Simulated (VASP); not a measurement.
Output of a VASP run:

OSZICAR:
```
       N       E                     dE             d eps       ncg     rms          rms(c)
DAV:   1     0.511177278625E+02    0.51118E+02   -0.12390E+04  1418   0.134E+03
DAV:   2    -0.772674338002E+02   -0.12839E+03   -0.12611E+03  1809   0.313E+02
DAV:   3    -0.805919791513E+02   -0.33245E+01   -0.33223E+01  1788   0.512E+01
DAV:   4    -0.806106149367E+02   -0.18636E-01   -0.18634E-01  1795   0.412E+00
DAV:   5    -0.806107851864E+02   -0.17025E-03   -0.17025E-03  1788   0.346E-01    0.542E+01
DAV:   6    -0.680821291915E+02    0.12529E+02   -0.16326E+01  1648   0.320E+01    0.417E+01
DAV:   7    -0.696030684657E+02   -0.15209E+01   -0.25702E+00  1669   0.140E+01    0.246E+01
DAV:   8    -0.666859779021E+02    0.29171E+01   -0.17176E+00  1417   0.148E+01    0.326E+00
DAV:   9    -0.683609227465E+02   -0.16749E+01   -0.72111E-01  1410   0.983E+00    0.539E+00
DAV:  10    -0.686648066922E+02   -0.30388E+00   -0.75924E-01  1662   0.750E+00    0.253E+00
DAV:  11    -0.685637684587E+02    0.10104E+00   -0.48002E-02  1683   0.193E+00    0.103E+00
DAV:  12    -0.685575761554E+02    0.61923E-02   -0.82874E-03  1781   0.838E-01    0.839E-01
DAV:  13    -0.685678625671E+02   -0.10286E-01   -0.57934E-03  1599   0.653E-01    0.358E-01
DAV:  14    -0.685669647633E+02    0.89780E-03   -0.87217E-04  1739   0.269E-01    0.276E-01
DAV:  15    -0.685678851951E+02   -0.92043E-03   -0.11554E-03  1774   0.251E-01    0.479E-02
DAV:  16    -0.685676431410E+02    0.24205E-03   -0.45082E-05  1543   0.644E-02    0.231E-02
DAV:  17    -0.685677318235E+02   -0.88683E-04   -0.11101E-05  1048   0.307E-02    0.324E-03
DAV:  18    -0.685676984383E+02    0.33385E-04   -0.14803E-06   817   0.144E-02    0.226E-03
DAV:  19    -0.685676893063E+02    0.91320E-05   -0.33655E-07   775   0.668E-03
   1 F= -.68567689E+02 E0= -.68567689E+02  d E =-.685677E+02
```

File OUTCAR:
```
------------------------ aborting loop because EDIFF is reached ----------------------------------------
  FORCE on cell =-STRESS in cart. coord.  units (eV):
  Direction    XX          YY          ZZ          XY          YZ          ZX
  --------------------------------------------------------------------------------------
  Total       -0.2317517     -0.2317517     -0.2317517      0.0000000      0.0000000     -0.0000000
  in kB      -11.6418257    -11.6418257    -11.6418257      0.0000000      0.0000000     -0.0000000
  external PRESSURE =     -11.6418257 kB  Pullay stress =       0.0000000 kB
  volume of cell :       31.89
      direct lattice vectors                 reciprocal lattice vectors
     0.000000000  2.517063462  2.517063462    -0.198644177  0.198644177  0.198644177
     2.517063462  0.000000000  2.517063462     0.198644177 -0.198644177  0.198644177
     2.517063462  2.517063462  0.000000000     0.198644177  0.198644177 -0.198644177
 POSITION                                       TOTAL-FORCE (eV/Angst)
 -----------------------------------------------------------------------------------
      0.00000      0.00000      0.00000         0.000000     -0.000000     -0.000000
      1.25853      1.25853      1.25853        -0.000000     -0.000000      0.000000
      3.77560      3.77560      3.77560         0.000000      0.000000     -0.000000
 -----------------------------------------------------------------------------------
    total drift:                                0.000000      0.000000      0.000000
  FREE ENERGIE OF THE ION-ELECTRON SYSTEM (eV)
  ---------------------------------------------------
  free  energy   TOTEN  =       -68.5676893063 eV

  energy  without entropy=      -68.5676893063  energy(sigma->0) =      -68.56768931

 reached required accuracy - stopping structural energy minimisation
```
(Selected blocks of OUTCAR.)

POSCAR:
```
HfO2
1
    0.0000000000     2.5170634619     2.5170634619
    2.5170634619     0.0000000000     2.5170634619
    2.5170634619     2.5170634619     0.0000000000
Hf O
1 2
Direct
  0.0000000000   0.0000000000   0.0000000000
  0.2500000000   0.2500000000   0.2500000000
  0.7500000000   0.7500000000   0.7500000000
```

Problem. Write an INCAR and KPOINTS that could have produced this output.

Solution. One answer among several that fit: the input of the run itself, r2SCAN meta-GGA, plane waves, VASP's PBE PAW potentials (set 64).

### INCAR
```
! general
SYSTEM =HfO2
PREC   =Normal
ENCUT  =450   ! plane-wave cut-off (eV)
LREAL  =F
LASPH  =T   ! aspherical one-centre terms

! electronic loop
EDIFF  =1E-5   ! SCF stop (eV)
NELM   =100
NELMIN =4
ALGO   =Normal   ! blocked Davidson
LMAXMIX=6   ! l cut-off of mixed one-centre charges
LMIXTAU=T

! smearing
ISMEAR =0
SIGMA  =0.05   ! width (eV)

! functional
METAGGA=R2SCAN

! ions
IBRION =2
NSW    =20   ! most ionic steps
ISIF   =2
EDIFFG =-0.03   ! ionic stop

! output
LWAVE  =F
LCHARG =F
```

### KPOINTS
```
Automatic mesh
0
Gamma
10 10 10
0 0 0
```

POTCAR, in this order: Hf_pv O (PBE.64 set). Program: vasp_std.

At this cut-off the stress carries a Pulay error, which pulls relaxed volumes low.

The compound is HfO2 in the fluorite structure, the high-temperature cubic form, which is unstable at 0 K; the monoclinic form is the stable one. It was relaxed first.
